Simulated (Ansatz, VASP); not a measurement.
# GeBMo3 (Mo3GeB antiperovskite): VASP beside Ansatz, part 2 of 3

One calculation is typed for both programs; each brings its own data sets. How far apart do they land? The cell is generated by rule, not measured, and may not be a known phase. The cell is taken from a series of runs on this material, whose earlier steps may have relaxed, scaled, displaced or heated it; both programs get it as it stands.

VASP 6.6.1 and Ansatz 0.2.0.

So far: Starting point; VASP: zone-centre phonons, PBE.

### Step 2. VASP: zone-centre phonons, PBE (continued)

Level of this step: PBE; plane waves and PAW (Ge_d, Mo_sv, B); invented cell (VASP).

OUTCAR, selected parts (step 2):

```text
ion  position               nearest neighbor table
   1  0.000  0.000  0.000-   2 2.96   3 2.96   4 2.96   3 2.96   4 2.96   2 2.96   4 2.96   4 2.96
                             2 2.96   3 2.96   3 2.96   2 2.96
   2  0.500  0.500  0.000-   5 2.09   5 2.09   4 2.96   1 2.96   3 2.96   4 2.96   3 2.96   1 2.96
                             3 2.96   3 2.96   1 2.96   4 2.96   4 2.96   1 2.96
   3  0.500  0.000  0.500-   5 2.09   5 2.09   4 2.96   1 2.96   1 2.96   2 2.96   2 2.96   4 2.96
                             2 2.96   2 2.96   1 2.96   4 2.96   1 2.96   4 2.96
   4  0.000  0.500  0.500-   5 2.09   5 2.09   3 2.96   1 2.96   1 2.96   2 2.96   1 2.96   3 2.96
                             1 2.96   2 2.96   3 2.96   2 2.96   2 2.96   3 2.96
   5  0.500  0.500  0.500-   2 2.09   3 2.09   4 2.09   2 2.09   3 2.09   4 2.09

  LATTYP: Found a simple cubic cell.
 ALAT       =     4.1842482805

 Subroutine GETGRP returns: Found 48 space group operations
 (whereof 48 operations were pure point group operations)

The static configuration has the point symmetry O_h .

 Found     10 irreducible k-points:

   k-points           NKPTS =     10   k-points in BZ     NKDIM =     10   number of bands    NBANDS=     36

   dimension x,y,z NGX =    32 NGY =   32 NGZ =   32
   dimension x,y,z NGXF=    64 NGYF=   64 NGZF=   64

   ENCUT  =  500.0 eV  36.75 Ry    6.06 a.u.   7.63  7.63  7.63*2*pi/ulx,y,z

   NELECT =      59.0000    total number of electrons

 k-points in reciprocal lattice and weights: Automatic mesh
   0.00000000  0.00000000  0.00000000       0.016
   0.25000000  0.00000000  0.00000000       0.094
   0.50000000  0.00000000  0.00000000       0.047
   0.25000000  0.25000000  0.00000000       0.188
   0.50000000  0.25000000  0.00000000       0.188
   0.50000000  0.50000000  0.00000000       0.047
   0.25000000  0.25000000  0.25000000       0.125
   0.50000000  0.25000000  0.25000000       0.188
   0.50000000  0.50000000  0.25000000       0.094
   0.50000000  0.50000000  0.50000000       0.016

 average (electrostatic) potential at core
       1 -69.1047       2 -71.3455       3 -71.3455       4 -71.3455       5 -21.3978

  Total        0.0487735      0.0487735      0.0487735      0.0000000      0.0000000      0.0000000
  in kB        1.0667005      1.0667005      1.0667005      0.0000000      0.0000000      0.0000000
  external PRESSURE =       1.0667005 kB  Pullay stress =       0.0000000 kB

  energy-cutoff  :      500.00
  volume of cell :       73.26
      direct lattice vectors                 reciprocal lattice vectors
     4.184248281  0.000000000  0.000000000     0.238991554  0.000000000  0.000000000
     0.000000000  4.184248281  0.000000000     0.000000000  0.238991554  0.000000000
     0.000000000  0.000000000  4.184248281     0.000000000  0.000000000  0.238991554

 POSITION                                       TOTAL-FORCE (eV/Angst)
 -----------------------------------------------------------------------------------
      0.00000      0.00000      0.00000         0.000000      0.000000      0.000000
      2.09212      2.09212      0.00000         0.000000      0.000000      0.000000
      2.09212      0.00000      2.09212         0.000000      0.000000      0.000000
      0.00000      2.09212      2.09212         0.000000      0.000000      0.000000
      2.09212      2.09212      2.09212         0.000000      0.000000      0.000000
 -----------------------------------------------------------------------------------
    total drift:                                0.000000     -0.000000     -0.000000

 Eigenvectors and eigenvalues of the dynamical matrix
 ----------------------------------------------------

   1 f  =   22.320668 THz   140.244891 2PiTHz  744.537330 cm-1    92.310822 meV
             X         Y         Z           dx          dy          dz
      0.000000  0.000000  0.000000     0.000124    0.014776   -0.000000
      2.092124  2.092124  0.000000    -0.000111   -0.013236    0.000000
      2.092124  0.000000  2.092124    -0.000111    0.330464   -0.000000
      0.000000  2.092124  2.092124     0.002768   -0.013236    0.000000
      2.092124  2.092124  2.092124    -0.007902   -0.943480    0.000000

   2 f  =   22.320668 THz   140.244891 2PiTHz  744.537330 cm-1    92.310822 meV
             X         Y         Z           dx          dy          dz
      0.000000  0.000000  0.000000    -0.000000   -0.000000   -0.014776
      2.092124  2.092124  0.000000     0.000000    0.000000   -0.330475
      2.092124  0.000000  2.092124     0.000000   -0.000000    0.013236
      0.000000  2.092124  2.092124    -0.000000    0.000000    0.013236
      2.092124  2.092124  2.092124     0.000000    0.000000    0.943513

   3 f  =   22.320668 THz   140.244891 2PiTHz  744.537330 cm-1    92.310822 meV
             X         Y         Z           dx          dy          dz
      0.000000  0.000000  0.000000     0.014776   -0.000124   -0.000000
      2.092124  2.092124  0.000000    -0.013236    0.000111    0.000000
      2.092124  0.000000  2.092124    -0.013236   -0.002768    0.000000
      0.000000  2.092124  2.092124     0.330464    0.000111   -0.000000
      2.092124  2.092124  2.092124    -0.943480    0.007902    0.000000

   4 f  =    3.731147 THz    23.443487 2PiTHz  124.457661 cm-1    15.430776 meV
             X         Y         Z           dx          dy          dz
      0.000000  0.000000  0.000000     0.886601    0.143517   -0.026490
      2.092124  2.092124  0.000000    -0.262738   -0.042530    0.006446
      2.092124  0.000000  2.092124    -0.262738   -0.034923    0.007850
      0.000000  2.092124  2.092124    -0.215742   -0.042530    0.007850
      2.092124  2.092124  2.092124    -0.054310   -0.008791    0.001623

   5 f  =    3.731147 THz    23.443487 2PiTHz  124.457661 cm-1    15.430776 meV
             X         Y         Z           dx          dy          dz
      0.000000  0.000000  0.000000    -0.143579    0.886987    0.000000
      2.092124  2.092124  0.000000     0.042549   -0.262852   -0.000000
      2.092124  0.000000  2.092124     0.042549   -0.215836   -0.000000
      0.000000  2.092124  2.092124     0.034938   -0.262852   -0.000000
      2.092124  2.092124  2.092124     0.008795   -0.054333   -0.000000

   6 f  =    3.731147 THz    23.443487 2PiTHz  124.457661 cm-1    15.430776 meV
             X         Y         Z           dx          dy          dz
      0.000000  0.000000  0.000000    -0.026150   -0.004233   -0.898142
      2.092124  2.092124  0.000000     0.007749    0.001254    0.218551
      2.092124  0.000000  2.092124     0.007749    0.001030    0.266158
      0.000000  2.092124  2.092124     0.006363    0.001254    0.266158
      2.092124  2.092124  2.092124     0.001602    0.000259    0.055017

   7 f  =    3.004382 THz    18.877089 2PiTHz  100.215400 cm-1    12.425120 meV
             X         Y         Z           dx          dy          dz
      0.000000  0.000000  0.000000     0.037319    0.018163    0.001121
      2.092124  2.092124  0.000000     0.370234    0.180195   -0.020598
      2.092124  0.000000  2.092124     0.370234   -0.333634    0.011125
      0.000000  2.092124  2.092124    -0.685495    0.180195    0.011125
      2.092124  2.092124  2.092124    -0.249905   -0.121630   -0.007509

   8 f  =    3.004382 THz    18.877089 2PiTHz  100.215400 cm-1    12.425120 meV
             X         Y         Z           dx          dy          dz
      0.000000  0.000000  0.000000     0.003153   -0.003934   -0.041212
      2.092124  2.092124  0.000000     0.031281   -0.039028    0.757009
      2.092124  0.000000  2.092124     0.031281    0.072261   -0.408859
      0.000000  2.092124  2.092124    -0.057917   -0.039028   -0.408859
      2.092124  2.092124  2.092124    -0.021114    0.026343    0.275976

   9 f  =    3.004382 THz    18.877089 2PiTHz  100.215400 cm-1    12.425120 meV
             X         Y         Z           dx          dy          dz
      0.000000  0.000000  0.000000    -0.017922    0.037128   -0.004915
      2.092124  2.092124  0.000000    -0.177807    0.368339    0.090287
      2.092124  0.000000  2.092124    -0.177807   -0.681987   -0.048764
      0.000000  2.092124  2.092124     0.329213    0.368339   -0.048764
      2.092124  2.092124  2.092124     0.120018   -0.248626    0.032915

  10 f/i=    0.023625 THz     0.148441 2PiTHz    0.788049 cm-1     0.097706 meV
             X         Y         Z           dx          dy          dz
      0.000000  0.000000  0.000000     0.358918    0.248746   -0.000285
      2.092124  2.092124  0.000000     0.418493    0.290034   -0.000333
      2.092124  0.000000  2.092124     0.418493    0.291198   -0.000332
      0.000000  2.092124  2.092124     0.420172    0.290034   -0.000332
      2.092124  2.092124  2.092124     0.141049    0.097753   -0.000112

  11 f/i=    0.023625 THz     0.148441 2PiTHz    0.788049 cm-1     0.097706 meV
             X         Y         Z           dx          dy          dz
      0.000000  0.000000  0.000000     0.248720   -0.358873    0.006719
      2.092124  2.092124  0.000000     0.290004   -0.418440    0.007866
      2.092124  0.000000  2.092124     0.290004   -0.420120    0.007835
      0.000000  2.092124  2.092124     0.291167   -0.418440    0.007835
      2.092124  2.092124  2.092124     0.097743   -0.141031    0.002641

  12 f/i=    0.023625 THz     0.148441 2PiTHz    0.788049 cm-1     0.097706 meV
             X         Y         Z           dx          dy          dz
      0.000000  0.000000  0.000000    -0.003594    0.005685    0.436637
      2.092124  2.092124  0.000000    -0.004190    0.006628    0.511154
      2.092124  0.000000  2.092124    -0.004190    0.006655    0.509111
      0.000000  2.092124  2.092124    -0.004207    0.006628    0.509111
      2.092124  2.092124  2.092124    -0.001412    0.002234    0.171591

  13 f/i=    1.883580 THz    11.834881 2PiTHz   62.829458 cm-1     7.789856 meV
             X         Y         Z           dx          dy          dz
      0.000000  0.000000  0.000000    -0.000000   -0.000000   -0.000000
      2.092124  2.092124  0.000000     0.083978   -0.154335    0.000000
      2.092124  0.000000  2.092124    -0.083978   -0.000000    0.684929
      0.000000  2.092124  2.092124     0.000000    0.154335   -0.684929
      2.092124  2.092124  2.092124     0.000000   -0.000000    0.000000

  14 f/i=    1.883580 THz    11.834881 2PiTHz   62.829458 cm-1     7.789856 meV
             X         Y         Z           dx          dy          dz
      0.000000  0.000000  0.000000     0.000000    0.000000   -0.000000
      2.092124  2.092124  0.000000     0.057593    0.689001    0.000000
      2.092124  0.000000  2.092124    -0.057593    0.000000    0.148191
      0.000000  2.092124  2.092124    -0.000000   -0.689001   -0.148191
      2.092124  2.092124  2.092124    -0.000000    0.000000    0.000000

  15 f/i=    1.883580 THz    11.834881 2PiTHz   62.829458 cm-1     7.789856 meV
             X         Y         Z           dx          dy          dz
      0.000000  0.000000  0.000000    -0.000000    0.000000    0.000000
      2.092124  2.092124  0.000000    -0.699736    0.038187    0.000000
      2.092124  0.000000  2.092124     0.699736   -0.000000    0.094399
      0.000000  2.092124  2.092124    -0.000000   -0.038187   -0.094399
      2.092124  2.092124  2.092124    -0.000000   -0.000000   -0.000000

 ELASTIC MODULI CONTR FROM IONIC RELAXATION (kBar)
 Direction    XX          YY          ZZ          XY          YZ          ZX
 --------------------------------------------------------------------------------
 XX           0.0000      0.0000      0.0000      0.0000      0.0000      0.0000
 YY           0.0000      0.0000      0.0000      0.0000      0.0000      0.0000
 ZZ           0.0000      0.0000      0.0000      0.0000      0.0000      0.0000
 XY           0.0000      0.0000      0.0000      0.0000      0.0000      0.0000
 YZ           0.0000      0.0000      0.0000      0.0000      0.0000      0.0000
 ZX           0.0000      0.0000      0.0000      0.0000      0.0000      0.0000
 --------------------------------------------------------------------------------
```

This run has no spin polarisation. Its electron count is odd, so without a moment it is a metal by construction.

(Part 2 of 3 ends here.)

[Lines on the potential files, build, host, timing and source positions are cut from VASP's logs without a mark.]

[Logs are printed without paths, hosts, clocks, repeated set-up lines and the standing remarks that a program may print on its own settings, such as how far it seeks lower states.]

[Hosts, paths, dates, database ids (printed as entryN), source tags and the programs' standing remarks are cut or masked in the printed files.]
